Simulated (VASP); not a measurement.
Consider the following.

```
HgS
1.0
    2.22731    -3.85781     0.00000
    2.22731     3.85781     0.00000
    0.00000     0.00000     9.74415
Hg S
3 3
Cartesian
  1.69818  -2.94133   6.49611
  1.69818   2.94133   3.24805
  1.05825   0.00000   0.00000
  1.00620  -1.74279   1.62403
  1.00620   1.74279   8.12013
  2.44221   0.00000   4.87208
```

Calculation: PBE GGA, VASP's PBE PAW potentials (set 64) (plane waves; VASP 6.6.1). Numerical set-up: 400 eV cut-off, Gaussian smearing of 0.050 eV, potentials Hg S.

Without a dispersion term in the relaxation, distances and binding between the weakly bound layers, chains or molecules are unreliable, and so is what depends on them. Unless said otherwise, spin-orbit coupling is left out, though it shifts the bands of the heavy elements here.

**Question.** What does the run give for the band gap (along the path) with the smallest direct gap where there is one?

**Answer.** 
```
Quantity                               Result
------------------------------------  -------
band gap (along the path)             1.76 eV
smallest direct gap (along the path)  1.79 eV
```

The compound is HgS in the cinnabar structure. It was relaxed first, which changed the volume by +19 %.
